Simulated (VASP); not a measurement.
All values below come from LDA (Ceperley-Alder, Perdew-Zunger), VASP's LDA PAW potentials (set 64) (plane waves; VASP).

Input for VASP

POSCAR:
```
WS2
1
    1.5642004382    -2.7092746107     0.0000000000
    1.5642004382     2.7092746107    -0.0000000000
   -0.0000000000    -0.0000000000    12.1782107521
W S
2 4
Direct
  0.3333330000   0.6666670000   0.2500000000
  0.6666670000   0.3333330000   0.7500000000
  0.3333330000   0.6666670000   0.8784065417
  0.6666670000   0.3333330000   0.3784065417
  0.6666670000   0.3333330000   0.1215934583
  0.3333330000   0.6666670000   0.6215934583
```

INCAR:
```
SYSTEM = WS2
PREC = Accurate
ENCUT = 400
EDIFF = 1E-7
NELM = 100
ALGO = Normal
LREAL = .FALSE.
LASPH = .TRUE.
ISMEAR = 0
SIGMA = 0.01
LMAXMIX = 6
LWAVE = .FALSE.
LCHARG = .FALSE.
LOPTICS = .TRUE.
NBANDS = 93
NEDOS = 1001
CSHIFT = 0.1
```

**KPOINTS**
```
Automatic mesh
0
gamma
 18 18 4
```

POTCAR, in this order: W_sv S (LDA.64 set). Program: vasp_std.

Question: Estimate the energy per atom (σ→0).

Answer: 
The energy per atom (σ→0) is -8.754 eV/atom.

### OSZICAR
```
...
DAV:  10    -0.525251990941E+02    0.27410E-04   -0.16236E-03 23742   0.933E-02    0.289E-01
DAV:  11    -0.525251598872E+02    0.39207E-04   -0.59888E-05 23554   0.324E-02    0.163E-01
DAV:  12    -0.525251102697E+02    0.49617E-04   -0.35870E-05 22872   0.197E-02    0.835E-02
DAV:  13    -0.525251055869E+02    0.46828E-05   -0.61291E-06 23748   0.122E-02    0.189E-02
DAV:  14    -0.525251053540E+02    0.23287E-06   -0.15025E-06 23098   0.304E-03    0.103E-02
DAV:  15    -0.525251053060E+02    0.48008E-07   -0.83230E-08 15994   0.103E-03
   1 F= -.52525105E+02 E0= -.52525105E+02  d E =-.142272E-98
 imaginary and real dielectric function
```

The compound is WS2 in the 2H layered structure. It was relaxed first.
